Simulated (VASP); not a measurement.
VASP runs on GaN (space group P6_3mc) share one base input (LDA (Ceperley-Alder, Perdew-Zunger), plane waves, VASP's LDA PAW potentials (set 64)) and change the settings named in each case.

**INCAR**
```
PREC  =  Accurate
LCHARG  =  .FALSE.
ISMEAR  =  -1   ! Fermi-Dirac
LASPH  =  .TRUE.
LREAL  =  .FALSE.   ! projection in real space or not
ALGO  =  Normal   ! blocked Davidson
SIGMA  =  0.05   ! width (eV)
ISIF  =  2   ! forces and stress, cell fixed
NELM  =  100   ! most electronic steps
LWAVE  =  .FALSE.
EDIFF  =  1E-6   ! SCF stop (eV)
LMAXMIX  =  4   ! l cut-off of mixed one-centre charges
ENCUT  =  400
SYSTEM  =  GaN
```

### KPOINTS
```
K-points
0
G
  10 10 5
```

**POSCAR**
```
GaN
1
    1.5950000000    -2.7626210000     0.0000000000
    1.5950000000     2.7626210000     0.0000000000
    0.0000000000     0.0000000000     5.1900000000
Ga N
2 2
Direct
  0.6666670000   0.3333330000   0.5000000000
  0.3333330000   0.6666670000   0.0000000000
  0.6666670000   0.3333330000   0.8770000000
  0.3333330000   0.6666670000   0.3770000000
```

POTCAR, in this order: Ga_d N (LDA.64 set). Program: vasp_std.

```csv
change,E(σ→0) (eV/atom),pressure (GPa)
base run,-6.9717,-8.96
"GGA = PS, POTCAR Ga_d N (PBE.64 set)",-6.5670,-4.78
"GGA_COMPAT = .FALSE., LNONCOLLINEAR = .TRUE., LSORBIT = .TRUE., MAGMOM = 0.0 0.0 0.0 0.0 0.0 0.0 0.0 0.0 0.0 0.0 0.0 0.0, program vasp_ncl",-6.9745,?
KPOINTS 6×6×3 Γ-centred mesh,-6.9700,-8.98
```

Problem. What belongs in the gaps?

Solution. 
- GGA_COMPAT = .FALSE., LNONCOLLINEAR = .TRUE., LSORBIT = .TRUE., MAGMOM = 0.0 0.0 0.0 0.0 0.0 0.0 0.0 0.0 0.0 0.0 0.0 0.0, program vasp_ncl, pressure (GPa): -9.07

Energies of different potentials or functionals have different zeros.  At 400 eV the pressure can carry a Pulay error.

Left out are runs that ran out of time, are held back, or changed the cell or the kind of run, fixed moments of cells without a moment, rows past the twelfth, gaps on odd meshes, pressures of charged cells and columns that move by less than the noise.

The structure is a typed GaN crystal (P6_3mc). The cell was not relaxed at this level.
